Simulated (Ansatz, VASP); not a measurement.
# Cross-check of TiC between VASP and Ansatz

Wanted: the spread between two codes on one cell, functional and k mesh. The cell is taken from a series of runs on this material, whose earlier steps may have relaxed, scaled, displaced or heated it; both programs get it as it stands.

Main program and level: Ansatz 0.2.0; plane waves, with VASP 6.6.1 beside it; zone-centre phonons at LDA.

## 1. Starting point

The structure is tetragonal, space group I4/mmm (No. 139). Conventional cell: a = 3.036 Å, b = 3.036 Å, c = 4.090 Å, α = 90.00°, β = 90.00°, γ = 90.00°. C has 6 Ti at 2.05 to 2.15 Å nearest. Nearest to Ti lie 6 C at 2.05 to 2.15 Å. Farther neighbours are not listed.

As a file:

```xyz
2
Lattice="0.0000 2.1466 2.0452 2.1466 0.0000 2.0452 2.1466 2.1466 0.0000" Properties=species:S:1:pos:R:3 pbc="T T T"
C     2.1466    2.1466    2.0452
Ti    0.0000    0.0000    0.0000
```

## 2. VASP: zone-centre phonons, LDA, pair 1

Second derivatives magnify differences that forces hide, and they need a tight electronic threshold.

Lines of VASP's logs that name or quote its potential files are left out, and so is its time.

Contents of INCAR:

```
SYSTEM = TiC
PREC = Accurate
ENCUT = 600
EDIFF = 1E-08
NELM = 120
ISMEAR = 1
SIGMA = 0.2
LREAL = .FALSE.
ALGO = Normal
GGA = CA
NBANDS = 14
LASPH = .TRUE.
LORBIT = 11
LWAVE = .FALSE.
LCHARG = .FALSE.
ISIF = 2
IBRION = 8
GGA_COMPAT = .FALSE.
KPAR = 2
```

Contents of POSCAR:

```
TiC
1.0
    0.0000000000      2.1466386767      2.0451968435
    2.1466386767      0.0000000000      2.0451968435
    2.1466386767      2.1466386767      0.0000000000
C Ti
1 1
Direct
    0.5000000000      0.5000000000      0.5000000000
    0.0000000000      0.0000000000      0.0000000000
```

Contents of KPOINTS:

```
Automatic mesh
0
Gamma
16 16 16
0 0 0
```

The projector-augmented-wave data sets are C and Ti_sv (LDA family, release 64).

Command:

```bash
$ mpirun -np 2 vasp_std
```

Numbers of over 12 decimals in the logs are rounded to 6 here.

Log:

```text
[banner, memory and clock lines left out]
running    2 mpi-ranks, on    1 nodes
 distrk:  each k-point on    1 cores,    2 groups
 distr:  one band on    1 cores,    1 groups

 POSCAR found type information on POSCAR C Ti
 POSCAR found :  2 types and       2 ions
 LDA part: xc-table for (Slater(with rela. corr.)+CA(PZ))
 , standard interpolation
 POSCAR, INCAR and KPOINTS ok, starting setup
 FFT: planning ... GRIDC
 FFT: planning ... GRID_SOFT
 FFT: planning ... GRID
 WAVECAR not read
 entering main loop
       N       E                     dE             d eps       ncg     rms          rms(c)
DAV:   1     0.125740971272E+03    0.12574E+03   -0.89377E+03  9786   0.153E+03
DAV:   2    -0.171744094865E+02   -0.14292E+03   -0.13491E+03 10318   0.370E+02
DAV:   3    -0.254895497941E+02   -0.83151E+01   -0.81222E+01 13036   0.860E+01
DAV:   4    -0.258312323883E+02   -0.34168E+00   -0.34139E+00 12324   0.158E+01
DAV:   5    -0.258389024867E+02   -0.76701E-02   -0.76696E-02 13124   0.207E+00    0.197E+01
DAV:   6    -0.210352134476E+02    0.48037E+01   -0.12742E+01 13974   0.609E+01    0.674E+00
DAV:   7    -0.205102633127E+02    0.52495E+00   -0.21062E+00 11716   0.220E+01    0.562E+00
DAV:   8    -0.204809215791E+02    0.29342E-01   -0.11824E-01 10992   0.417E+00    0.316E+00
DAV:   9    -0.204776713534E+02    0.32502E-02   -0.80292E-02 12142   0.307E+00    0.686E-01
DAV:  10    -0.204769170582E+02    0.75430E-03   -0.92263E-03 13420   0.129E+00    0.557E-01
DAV:  11    -0.204757852579E+02    0.11318E-02   -0.36231E-03 10594   0.901E-01    0.100E-01
DAV:  12    -0.204757744303E+02    0.10828E-04   -0.30388E-04 10816   0.240E-01    0.148E-02
DAV:  13    -0.204757685092E+02    0.59211E-05   -0.16792E-05 13876   0.559E-02    0.807E-03
DAV:  14    -0.204757681516E+02    0.35751E-06   -0.74896E-07 10840   0.861E-03    0.321E-03
DAV:  15    -0.204757681100E+02    0.41646E-07   -0.13138E-07 13324   0.331E-03    0.403E-04
DAV:  16    -0.204757681098E+02    0.23419E-09   -0.82610E-09  7848   0.171E-03
   1 F= -.20475768E+02 E0= -.20475848E+02  d E =0.238479E-03
 Linear response reoptimize wavefunctions to high precision
DAV:   1    -0.204757681096E+02    0.10937E-09   -0.11005E-09  7938   0.409E-04
DAV:   2    -0.204757681097E+02   -0.16826E-10   -0.18571E-10  5792   0.141E-04
 Linear response DOF=           4
 Linear response progress:
  Degree of freedom:   1/  4
       N       E                     dE             d eps       ncg     rms          rms(c)
RMM:   1    -0.125606417682E+00   -0.12561E+00   -0.57072E-02 38211   0.221E+00
RMM:   2    -0.116007208961E+00    0.95992E-02   -0.53506E-03 33713   0.556E-01    0.147E-01
RMM:   3    -0.116620604102E+00   -0.61340E-03   -0.18634E-03 34845   0.237E-01    0.677E-02
RMM:   4    -0.117617951150E+00   -0.99735E-03   -0.71458E-04 35661   0.145E-01    0.143E-02
RMM:   5    -0.117741082581E+00   -0.12313E-03   -0.15081E-04 40726   0.565E-02    0.280E-03
RMM:   6    -0.117721980213E+00    0.19102E-04   -0.19601E-05 39965   0.226E-02    0.130E-03
RMM:   7    -0.117717387788E+00    0.45924E-05   -0.40379E-06 41155   0.105E-02    0.645E-04
RMM:   8    -0.117722629214E+00   -0.52414E-05   -0.74676E-07 40825   0.510E-03    0.310E-04
RMM:   9    -0.117721092616E+00    0.15366E-05   -0.23165E-07 41450   0.277E-03    0.116E-04
RMM:  10    -0.117721077128E+00    0.15488E-07   -0.58453E-07 40433   0.144E-03    0.485E-05
RMM:  11    -0.117721163950E+00   -0.86822E-07    0.12346E-07 42295   0.771E-04    0.160E-05
RMM:  12    -0.117721119271E+00    0.44679E-07   -0.11223E-07 42151   0.404E-04    0.571E-06
RMM:  13    -0.117721127906E+00   -0.86346E-08   -0.95382E-08 42263   0.220E-04    0.719E-06
 first order change of Fermi-energy  -0.33266E-03
 force on displaced ion       1 direction 1 : -10.173   0.000   0.000
 Linear response progress:
  Degree of freedom:   2/  4
       N       E                     dE             d eps       ncg     rms          rms(c)
RMM:   1    -0.129212944534E+00   -0.12921E+00   -0.57165E-02 19815   0.278E+00
RMM:   2    -0.118139685343E+00    0.11073E-01   -0.69548E-03 19014   0.652E-01    0.162E-01
RMM:   3    -0.118812102631E+00   -0.67242E-03   -0.27376E-03 19671   0.281E-01    0.738E-02
RMM:   4    -0.119912090590E+00   -0.11000E-02   -0.78164E-04 19687   0.166E-01    0.159E-02
RMM:   5    -0.120048951349E+00   -0.13686E-03   -0.20665E-04 22680   0.705E-02    0.355E-03
RMM:   6    -0.120054210178E+00   -0.52588E-05   -0.25792E-05 22478   0.298E-02    0.224E-03
RMM:   7    -0.120050402453E+00    0.38077E-05   -0.69618E-06 22703   0.148E-02    0.111E-03
RMM:   8    -0.120053270653E+00   -0.28682E-05   -0.12258E-06 22269   0.748E-03    0.483E-04
RMM:   9    -0.120050738857E+00    0.25318E-05   -0.21364E-07 22740   0.387E-03    0.168E-04
RMM:  10    -0.120050729059E+00    0.97976E-08   -0.64182E-07 22680   0.203E-03    0.872E-05
RMM:  11    -0.120050626314E+00    0.10275E-06   -0.38211E-07 22700   0.105E-03    0.658E-05
RMM:  12    -0.120050634954E+00   -0.86406E-08   -0.23087E-07 23460   0.544E-04    0.475E-05
RMM:  13    -0.120050579688E+00    0.55266E-07   -0.35604E-07 22630   0.300E-04    0.121E-05
RMM:  14    -0.120050676864E+00   -0.97176E-07   -0.14866E-07 23063   0.163E-04    0.250E-05
RMM:  15    -0.120050679121E+00   -0.22572E-08   -0.16455E-08 21230   0.105E-04    0.632E-06
 first order change of Fermi-energy   0.35311E-03
 force on displaced ion       1 direction 3 :   0.000   0.000 -16.232
 Linear response progress:
  Degree of freedom:   3/  4
       N       E                     dE             d eps       ncg     rms          rms(c)
RMM:   1    -0.689931087424E+00   -0.68993E+00    0.65444E+00 17551   0.129E+02
RMM:   2    -0.663146045777E+00    0.26785E-01   -0.22998E-01 29252   0.499E+00    0.233E-01
RMM:   3    -0.662749143793E+00    0.39690E-03   -0.18545E-02 34658   0.119E+00    0.115E-01
RMM:   4    -0.662234492833E+00    0.51465E-03   -0.73859E-03 38308   0.513E-01    0.206E-02
RMM:   5    -0.662883145764E+00   -0.64865E-03   -0.11333E-03 40650   0.202E-01    0.977E-03
RMM:   6    -0.663208773648E+00   -0.32563E-03   -0.29893E-04 40698   0.883E-02    0.677E-03
RMM:   7    -0.663485550381E+00   -0.27678E-03   -0.73780E-05 37529   0.446E-02    0.198E-03
RMM:   8    -0.663624911623E+00   -0.13936E-03   -0.32571E-05 40116   0.243E-02    0.218E-03
RMM:   9    -0.663538702158E+00    0.86209E-04   -0.18095E-05 38108   0.144E-02    0.911E-04
RMM:  10    -0.663572789330E+00   -0.34087E-04   -0.11859E-05 39969   0.836E-03    0.115E-04
RMM:  11    -0.663578488583E+00   -0.56993E-05   -0.86311E-06 42619   0.533E-03    0.431E-05
RMM:  12    -0.663577820692E+00    0.66789E-06   -0.64230E-06 42574   0.369E-03    0.854E-05
RMM:  13    -0.663575247805E+00    0.25729E-05   -0.48543E-06 40396   0.276E-03    0.187E-04
RMM:  14    -0.663579675920E+00   -0.44281E-05   -0.40188E-06 37242   0.221E-03    0.888E-05
[...]
RMM:  26    -0.663583907844E+00    0.48716E-08   -0.35116E-07 36610   0.320E-04    0.500E-06
RMM:  27    -0.663583911973E+00   -0.41286E-08   -0.30145E-07 29056   0.282E-04    0.671E-06
RMM:  28    -0.663583968692E+00   -0.56719E-07   -0.25127E-07 31831   0.250E-04    0.852E-06
RMM:  29    -0.663583976660E+00   -0.79684E-08   -0.21298E-07 31783   0.220E-04    0.912E-06
RMM:  30    -0.663583984800E+00   -0.81398E-08   -0.17387E-07 25971   0.195E-04    0.109E-05
RMM:  31    -0.663583986276E+00   -0.14766E-08   -0.12714E-07 20101   0.172E-04    0.118E-05
RMM:  32    -0.663583993198E+00   -0.69216E-08   -0.11592E-07 20061   0.153E-04    0.128E-05
RMM:  33    -0.663583997047E+00   -0.38487E-08   -0.97411E-08 24534   0.136E-04    0.134E-05
 first order change of Fermi-energy   0.39417E-03
 force on displaced ion       2 direction 1 : -10.184   0.000   0.000
 Linear response progress:
  Degree of freedom:   4/  4
       N       E                     dE             d eps       ncg     rms          rms(c)
RMM:   1    -0.620658927507E+00   -0.62066E+00    0.13156E+01  9913   0.134E+02
RMM:   2    -0.593644695238E+00    0.27014E-01   -0.24366E-01 16412   0.502E+00    0.240E-01
RMM:   3    -0.592698261924E+00    0.94643E-03   -0.19212E-02 19429   0.119E+00    0.119E-01
RMM:   4    -0.591862327711E+00    0.83593E-03   -0.77248E-03 21089   0.522E-01    0.220E-02
RMM:   5    -0.592340232601E+00   -0.47790E-03   -0.12682E-03 22558   0.209E-01    0.110E-02
RMM:   6    -0.592647416051E+00   -0.30718E-03   -0.31539E-04 22362   0.889E-02    0.823E-03
RMM:   7    -0.592929781117E+00   -0.28237E-03   -0.70215E-05 20702   0.434E-02    0.294E-03
RMM:   8    -0.593087583898E+00   -0.15780E-03   -0.32690E-05 21670   0.239E-02    0.225E-03
RMM:   9    -0.593011840936E+00    0.75743E-04   -0.17477E-05 21403   0.133E-02    0.510E-04
RMM:  10    -0.593023190777E+00   -0.11350E-04   -0.15227E-05 22894   0.766E-03    0.282E-04
RMM:  11    -0.593037105215E+00   -0.13914E-04   -0.11204E-05 21974   0.498E-03    0.701E-05
RMM:  12    -0.593034529338E+00    0.25759E-05   -0.86774E-06 23257   0.346E-03    0.819E-05
RMM:  13    -0.593032656319E+00    0.18730E-05   -0.75276E-06 22448   0.260E-03    0.168E-04
RMM:  14    -0.593036114587E+00   -0.34583E-05   -0.55777E-06 20898   0.209E-03    0.904E-05
RMM:  15    -0.593037658109E+00   -0.15435E-05   -0.46368E-06 22028   0.170E-03    0.600E-05
RMM:  16    -0.593037792710E+00   -0.13460E-06   -0.35576E-06 24083   0.141E-03    0.689E-05
RMM:  17    -0.593037732902E+00    0.59808E-07   -0.26935E-06 22530   0.120E-03    0.836E-05
RMM:  18    -0.593037913470E+00   -0.18057E-06   -0.23151E-06 21639   0.104E-03    0.859E-05
RMM:  19    -0.593037970299E+00   -0.56829E-07   -0.18801E-06 23351   0.908E-04    0.918E-05
RMM:  20    -0.593038142270E+00   -0.17197E-06   -0.15509E-06 21203   0.798E-04    0.982E-05
 first order change of Fermi-energy  -0.17227E-03
 force on displaced ion       2 direction 3 :   0.000   0.000 -16.276
 Linear response finished
```

Parts of OUTCAR (step 2):

```text
ion  position               nearest neighbor table
   1  0.500  0.500  0.500-   2 2.05   2 2.05   2 2.15   2 2.15   2 2.15   2 2.15
   2  0.000  0.000  0.000-   1 2.05   1 2.05   1 2.15   1 2.15   1 2.15   1 2.15

  LATTYP: Found a body centered tetragonal cell.
 ALAT       =     3.0358055301
 C/A-ratio  =     1.3473833045

 Subroutine GETGRP returns: Found 16 space group operations
 (whereof 16 operations were pure point group operations)

The static configuration has the point symmetry D_4h.

 Found    349 irreducible k-points:

   k-points           NKPTS =    349   k-points in BZ     NKDIM =    349   number of bands    NBANDS=     14

   dimension x,y,z NGX =    24 NGY =   24 NGZ =   24
   dimension x,y,z NGXF=    48 NGYF=   48 NGZF=   48

   ENCUT  =  600.0 eV  44.10 Ry    6.64 a.u.   5.92  5.92  6.06*2*pi/ulx,y,z

   NELECT =      16.0000    total number of electrons

 k-points in reciprocal lattice and weights: Automatic mesh
   0.00000000  0.00000000  0.00000000       0.000
   0.06250000  0.00000000  0.00000000       0.002
   0.12500000  0.00000000  0.00000000       0.002
   0.18750000  0.00000000  0.00000000       0.002
   0.25000000  0.00000000  0.00000000       0.002
   0.31250000  0.00000000  0.00000000       0.002
   0.37500000  0.00000000  0.00000000       0.002
   0.43750000 -0.00000000  0.00000000       0.002
   0.50000000  0.00000000  0.00000000       0.001
[...]
-0.31250000  0.18750000  0.50000000       0.001
  -0.25000000  0.25000000  0.50000000       0.000

 average (electrostatic) potential at core
       1 -47.8177       2 -70.0191

  Total        0.0631827      0.0631827      3.2261870      0.0000000     -0.0000000      0.0000000
  in kB        5.3706371      5.3706371    274.2313542      0.0000000     -0.0000000      0.0000000
  external PRESSURE =      94.9908761 kB  Pullay stress =       0.0000000 kB

  energy-cutoff  :      600.00
  volume of cell :       18.85
      direct lattice vectors                 reciprocal lattice vectors
     0.000000000  2.146638677  2.045196843    -0.232922292  0.232922292  0.244475245
     2.146638677  0.000000000  2.045196843     0.232922292 -0.232922292  0.244475245
     2.146638677  2.146638677  0.000000000     0.232922292  0.232922292 -0.244475245

 POSITION                                       TOTAL-FORCE (eV/Angst)
 -----------------------------------------------------------------------------------
      2.14664      2.14664      2.04520        -0.000000      0.000000     -0.000000
      0.00000      0.00000      0.00000         0.000000     -0.000000      0.000000
 -----------------------------------------------------------------------------------
    total drift:                                0.000000     -0.000000     -0.000000

 Eigenvectors and eigenvalues of the dynamical matrix
 ----------------------------------------------------

   1 f  =   20.331501 THz   127.746587 2PiTHz  678.185865 cm-1    84.084293 meV
             X         Y         Z           dx          dy          dz
      2.146639  2.146639  2.045197     0.000000    0.000000   -0.893881
      0.000000  0.000000  0.000000     0.000000   -0.000000    0.448304

   2 f  =   16.093095 THz   101.115901 2PiTHz  536.807882 cm-1    66.555665 meV
             X         Y         Z           dx          dy          dz
      2.146639  2.146639  2.045197     0.000000   -0.894026   -0.000000
      0.000000  0.000000  0.000000     0.000000    0.448016    0.000000

   3 f  =   16.093095 THz   101.115901 2PiTHz  536.807882 cm-1    66.555665 meV
             X         Y         Z           dx          dy          dz
      2.146639  2.146639  2.045197     0.894026    0.000000    0.000000
      0.000000  0.000000  0.000000    -0.448016    0.000000    0.000000

   4 f/i=    0.003424 THz     0.021513 2PiTHz    0.114209 cm-1     0.014160 meV
             X         Y         Z           dx          dy          dz
      2.146639  2.146639  2.045197     0.157071   -0.419579   -0.000000
      0.000000  0.000000  0.000000     0.313440   -0.837280   -0.000000

   5 f/i=    0.003424 THz     0.021513 2PiTHz    0.114209 cm-1     0.014160 meV
             X         Y         Z           dx          dy          dz
      2.146639  2.146639  2.045197     0.419579    0.157071    0.000000
      0.000000  0.000000  0.000000     0.837280    0.313440    0.000000

   6 f/i=    0.010882 THz     0.068375 2PiTHz    0.362990 cm-1     0.045005 meV
             X         Y         Z           dx          dy          dz
      2.146639  2.146639  2.045197    -0.000000   -0.000000    0.448304
      0.000000  0.000000  0.000000    -0.000000   -0.000000    0.893881

 ELASTIC MODULI CONTR FROM IONIC RELAXATION (kBar)
 Direction    XX          YY          ZZ          XY          YZ          ZX
 --------------------------------------------------------------------------------
 XX           0.0000      0.0000      0.0000      0.0000      0.0000      0.0000
 YY           0.0000      0.0000      0.0000      0.0000      0.0000      0.0000
 ZZ           0.0000      0.0000      0.0000      0.0000      0.0000      0.0000
 XY           0.0000      0.0000      0.0000      0.0000      0.0000      0.0000
 YZ           0.0000      0.0000      0.0000      0.0000      0.0000      0.0000
 ZX           0.0000      0.0000      0.0000      0.0000      0.0000      0.0000
 --------------------------------------------------------------------------------
```

(Part 1 of 2 ends here.)

[Lines on the potential files, build, host, timing and source positions are cut from VASP's logs without a mark.]

[Logs are printed without paths, hosts, clocks, repeated set-up lines and the standing remarks that a program may print on its own settings, such as how far it seeks lower states.]

[Hosts, paths, dates, database ids (printed as entryN), source tags and the programs' standing remarks are cut or masked in the printed files.]
